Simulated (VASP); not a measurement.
# OCSeSbH in VASP: a series of runs

The runs below take OCSeSbH through electron localisation function, single point, with PBE, RPBE, PBE0, PBE0+TS, r2SCAN0+D3(BJ).

All numbers are computed with VASP 6.6.1; they aren't measurements. Logs are shortened: lines on timing, memory, paths and dates and some standing lists are left out, and cuts for length are marked.

## (1) The structure

The cell holds a molecule in a box, 5 atoms: a = 12.000 Å, b = 13.000 Å, c = 11.000 Å, α = 90.00°, β = 90.00°, γ = 90.00°.

## (2) Electron localisation function, PBE

Contents of INCAR:

```
SYSTEM = SbHCSeO
PREC = Accurate ; ENCUT = 520
EDIFF = 1E-6 ; ISMEAR = 0
SIGMA = 0.01 ; LREAL = .FALSE.
LASPH = .TRUE. ; NELM = 80
ALGO = Normal ; ISIF = 2
LWAVE = .FALSE. ; LCHARG = .TRUE.
GGA = PE ; LELF = .TRUE.
```

Contents of KPOINTS:

```
regular mesh
0
G
  1 1 1
  0 0 0
```

Contents of POSCAR:

```
SbHCSeO
1.0
   12.0000000000      0.0000000000      0.0000000000
    0.0000000000     13.0000000000      0.0000000000
    0.0000000000      0.0000000000     11.0000000000
O C Se Sb H
1 1 1 1 1
Direct
    0.6059458300      0.3811346200      0.5900727300
    0.5435125000      0.4469115400      0.5628545500
    0.3962208300      0.4568500000      0.4977090900
    0.5202791700      0.6148961500      0.5557545500
    0.5836791700      0.6220961500      0.4161090900
```

Potentials or basis: VASP PAW PBE potentials, release 64 (O, C, Se, Sb, H).

On the command line:

```bash
> cat potpaw_PBE.64/O/POTCAR potpaw_PBE.64/C/POTCAR potpaw_PBE.64/Se/POTCAR potpaw_PBE.64/Sb/POTCAR potpaw_PBE.64/H/POTCAR > POTCAR
> mpirun -np 1 vasp_gam > vasp.out
```

OUTCAR:

```text
SYSTEM = SbHCSeO
   PREC = Accurate
   ENCUT = 520
   EDIFF = 1E-6
   ISMEAR = 0
   LREAL = .FALSE.
   LASPH = .TRUE.
   NELM = 80
   ISIF = 2
   GGA = PE

 ion  position               nearest neighbor table
   1  0.606  0.381  0.590-   2 1.18
   2  0.544  0.447  0.563-   1 1.18   3 1.91   4 2.20
   3  0.396  0.457  0.498-   2 1.91   4 2.62
   4  0.520  0.615  0.556-   5 1.72   2 2.20   3 2.62
   5  0.584  0.622  0.416-   4 1.72

  LATTYP: Found a simple orthorhombic cell.
 ALAT       =    11.0000000000
 B/A-ratio  =     1.0909090909
 C/A-ratio  =     1.1818181818

  Lattice vectors:

 A1 = (   0.0000000000,   0.0000000000,  11.0000000000)
 A2 = (  12.0000000000,   0.0000000000,   0.0000000000)
 A3 = (   0.0000000000,  13.0000000000,   0.0000000000)

Analysis of symmetry for initial positions (statically):
=====================================================================
 Subroutine PRICEL returns:
 Original cell was already a primitive cell.

 Routine SETGRP: Setting up the symmetry group for a
 simple orthorhombic supercell.

 Subroutine GETGRP returns: Found  1 space group operations
 (whereof  1 operations were pure point group operations)
 out of a pool of  8 trial point group operations.

The static configuration has the point symmetry C_1 .

Analysis of symmetry for dynamics (positions and initial velocities):
=====================================================================
 Subroutine PRICEL returns:
 Original cell was already a primitive cell.

 Routine SETGRP: Setting up the symmetry group for a
 simple orthorhombic supercell.

 Subroutine GETGRP returns: Found  1 space group operations
 (whereof  1 operations were pure point group operations)
 out of a pool of  8 trial point group operations.

The dynamic configuration has the point symmetry C_1 .

 Subroutine INISYM returns: Found  1 space group operations
 (whereof  1 operations are pure point group operations),
 and found     1 'primitive' translations

----------------------------------------------------------------------------------------

                                     Primitive cell

  volume of cell :    1716.0000

  direct lattice vectors                    reciprocal lattice vectors
    12.000000000  0.000000000  0.000000000     0.083333333  0.000000000  0.000000000
     0.000000000 13.000000000  0.000000000     0.000000000  0.076923077  0.000000000
     0.000000000  0.000000000 11.000000000     0.000000000  0.000000000  0.090909091

  length of vectors
    12.000000000 13.000000000 11.000000000     0.083333333  0.076923077  0.090909091

  position of ions in fractional coordinates (direct lattice)
     0.605945830  0.381134620  0.590072730
     0.543512500  0.446911540  0.562854550
     0.396220830  0.456850000  0.497709090
     0.520279170  0.614896150  0.555754550
     0.583679170  0.622096150  0.416109090

  ion indices of the primitive-cell ions
   primitive index   ion index
                 1           1
                 2           2
                 3           3
                 4           4
                 5           5

----------------------------------------------------------------------------------------

 KPOINTS: regular mesh

Automatic generation of k-mesh.
 Grid dimensions read from file:
 generate k-points for:    1    1    1

 Generating k-lattice:

  Cartesian coordinates                     Fractional coordinates (reciprocal lattice)
     0.083333333  0.000000000  0.000000000     1.000000000  0.000000000  0.000000000
     0.000000000  0.076923077  0.000000000     0.000000000  1.000000000  0.000000000
     0.000000000  0.000000000  0.090909091     0.000000000  0.000000000  1.000000000

  Length of vectors
     0.083333333  0.076923077  0.090909091

  Shift w.r.t. Gamma in fractional coordinates (k-lattice)
     0.000000000  0.000000000  0.000000000

 Subroutine IBZKPT returns following result:
 ===========================================

 Found      1 irreducible k-points:

 Following reciprocal coordinates:
            Coordinates               Weight
  0.000000  0.000000  0.000000      1.000000
   k-points           NKPTS =      1   k-points in BZ     NKDIM =      1   number of bands    NBANDS=     15
   number of dos      NEDOS =    301   number of ions     NIONS =      5
   total plane-waves  NPLWV = 740880
   dimension x,y,z NGX =    90 NGY =   98 NGZ =   84
   dimension x,y,z NGXF=   180 NGYF=  196 NGZF=  168
   ions per type =               1   1   1   1   1
   NGX,Y,Z   is equivalent  to a cutoff of  12.47, 12.53, 12.70 a.u.
   NGXF,Y,Z  is equivalent  to a cutoff of  24.94, 25.06, 25.39 a.u.
 SYSTEM =  SbHCSeO
   PREC   = accura    normal or accurate (medium, high low for compatibility)
   ISTART =      0    job   : 0-new  1-cont  2-samecut
   ICHARG =      2    charge: 1-file 2-atom 10-const
   ISPIN  =      1    spin polarized calculation?
   LNONCOLLINEAR =      F non collinear calculations
   LSORBIT =      F    spin-orbit coupling
   LASPH  =      T    aspherical Exc in radial PAW
   ENCUT  =  520.0 eV  38.22 Ry    6.18 a.u.  22.31 24.17 20.45*2*pi/ulx,y,z
   NELM   =     80;   NELMIN=  2; NELMDL= -5     # of ELM steps
   EDIFF  = 0.1E-05   stopping-criterion for ELM
   LREAL  =      F    real-space projection
   EDIFFG = 0.1E-04   stopping-criterion for IOM
   NSW    =      0    number of steps for IOM
   IBRION =     -1    ionic relax: 0-MD 1-quasi-New 2-CG
   NFREE  =      0    steps in history (QN), initial steepest desc. (CG)
   ISIF   =      2    stress and relaxation
   ISYM   =      2    0-nonsym 1-usesym 2-fastsym
   POTIM  = 0.5000    time-step for ionic-motion
   TEBEG  =    0.0;   TEEND  =   0.0 temperature during run
   PSTRESS=    0.0 pullay stress
   NELECT =      22.0000    total number of electrons
   NUPDOWN=      -1.0000    fix difference up-down
   EMIN   =  10.00;   EMAX   =-10.00  energy-range for DOS
   EFERMI =   0.00;   METHOD = LEGACY
   ISMEAR =     0;   SIGMA  =   0.01  broadening in eV -4-tet -1-fermi 0-gaus
   EFERMI_NEDOS =   21; number of points for ismear=-14 and -15
   IALGO  =     38    algorithm
   IMIX   =      4    mixing-type and parameters
     AMIX     =   0.40;   BMIX     =  1.00
     AMIX_MAG =   1.60;   BMIX_MAG =  1.00
  volume/ion in A,a.u.               =     343.20      2316.03
  Fermi-wavevector in a.u.,A,eV,Ry     =   0.383157  0.724062  1.997460  0.146809
  Thomas-Fermi vector in A             =   1.319904
   LORBIT       =      0    0 simple, 1 ext, 2 COOP (PROOUT), +10 PAW based schemes
   GGA     = PE    functional components
   LHFCALC =     F    Hartree Fock is set to
   AEXX    =    0.0000 exact exchange contribution
   IVDW    =     0    specifies the selected vdW correction
   LEPSILON=     F    determine dielectric tensor
   LRPA    =     F    only Hartree local field effects (RPA)
 non-spin polarized calculation
 Gauss-broadening in eV      SIGMA  =   0.01
  energy-cutoff  :      520.00
  volume of cell :     1716.00
 maximum number of plane-waves:     23131
 NGX is ok and might be reduce to    90
   NGX = 45   NGY = 49   NGZ = 41

 number of electron      21.9999998 magnetization

 Free energy of the ion-electron system (eV)
  ---------------------------------------------------
  ext. energy  EPLUGINS =         0.00000000
  ---------------------------------------------------
  free energy    TOTEN  =       -24.71147845 eV

  energy without entropy =      -24.71147845  energy(sigma->0) =      -24.71147845

 E-fermi :  -5.1737     XC(G=0):  -0.9766

 val. band max:       -5.2214139840   @ k =   0.0000   0.0000   0.0000
 cond. band min:      -2.7434228352   @ k =   0.0000   0.0000   0.0000
 fundamental gap:      2.4779911488
 Fermi energy:        -5.1737198965

 k-point     1 :       0.0000    0.0000    0.0000
  band No.  band energies     occupation
      1     -27.0362      2.00000
      2     -18.8232      2.00000
      3     -14.1301      2.00000
      4     -12.4083      2.00000
      5     -10.4946      2.00000
      6     -10.3392      2.00000
      7     -10.0183      2.00000
      8      -7.7819      2.00000
      9      -6.9744      2.00000
     10      -5.8628      2.00000
     11      -5.2214      2.00000
     12      -2.7434      0.00000
     13      -1.9081      0.00000
     14      -1.5663      0.00000
     15      -0.7249      0.00000

------------------------ aborting loop because EDIFF is reached ----------------------------------------

  FORCE on cell =-STRESS in cart. coord.  units (eV):
  Direction    XX          YY          ZZ          XY          YZ          ZX
  --------------------------------------------------------------------------------------
  -------------------------------------------------------------------------------------
  Total        1.8922201      2.4432803      0.7509209     -0.8563824     -0.3552274      0.4676657
  in kB        1.7667087      2.2812169      0.7011121     -0.7995784     -0.3316650      0.4366453
  external PRESSURE =       1.5830126 kB  Pullay stress =       0.0000000 kB

 VOLUME and BASIS-vectors are now :
 -----------------------------------------------------------------------------
  energy-cutoff  :      520.00
  volume of cell :     1716.00
      direct lattice vectors                 reciprocal lattice vectors
    12.000000000  0.000000000  0.000000000     0.083333333  0.000000000  0.000000000
     0.000000000 13.000000000  0.000000000     0.000000000  0.076923077  0.000000000
     0.000000000  0.000000000 11.000000000     0.000000000  0.000000000  0.090909091

 POSITION                                       TOTAL-FORCE (eV/Angst)
 -----------------------------------------------------------------------------------
      7.27135      4.95475      6.49080         1.275989     -1.469656      0.516305
      6.52215      5.80985      6.19140        -0.899428      1.102058     -0.383355
      4.75465      5.93905      5.47480        -0.505101     -0.220632     -0.197888
      6.24335      7.99365      6.11330        -0.043626      0.568617      0.392634
      7.00415      8.08725      4.57720         0.172166      0.019613     -0.327696
 -----------------------------------------------------------------------------------
    total drift:                                0.000404     -0.000397      0.000070

  FREE ENERGIE OF THE ION-ELECTRON SYSTEM (eV)
  ---------------------------------------------------
  free  energy   TOTEN  =       -24.7114784468 eV

  energy  without entropy=      -24.7114784468  energy(sigma->0) =      -24.71147845
```

Run time: 80 s. Hardware: 1 thread of AMD EPYC 9R45 (Zen 5), shared host; peak memory 1.3 GiB.

What came out:

| Property | Result |
| --- | --- |
| Free energy | -24.7115 eV |
| Largest force | 2.014 eV/Å |
| Gap between the frontier levels | 2.48 eV |

Forces in eV/Å, atoms in the order of the input:
```
O    1.276 -1.470  0.516
C   -0.899  1.102 -0.383
Se  -0.505 -0.221 -0.198
Sb  -0.044  0.569  0.393
H    0.172  0.020 -0.328
```

Caveat: the standard files for N, O and F lose accuracy on very short bonds; spin-orbit coupling is left out, which moves the levels of the heavy elements. Expect the measured gap to be larger: semilocal functionals such as PBE lack the derivative discontinuity.

[end of part 1 of 2]
